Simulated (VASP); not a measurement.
Given:

```
CELL_PARAMETERS angstrom
      0.00000     2.51384     2.51384
      2.51384     0.00000     2.51384
      2.51384     2.51384     0.00000
ATOMIC_POSITIONS crystal
  Pb 0.00000 0.00000 0.00000
```

Computed with PW91 GGA, VASP's PBE PAW potentials (set 64) (plane waves; VASP). Numerical set-up: 520 eV cut-off, Gaussian smearing of 0.050 eV, potentials Pb_d.

Unless said otherwise, spin-orbit coupling is left out, though it shifts the bands of the heavy elements here.

Q: What does the run give for the band gap (along the path) with the smallest direct gap where there is one?

A: 
```
Quantity                                                     Result
-------------------------  ----------------------------------------
band gap (along the path)  none (metal, semimetal or under 0.01 eV)
```

Only differences to runs with the same potentials and settings are physical.

The compound is Pb in the fcc structure. It was relaxed first.
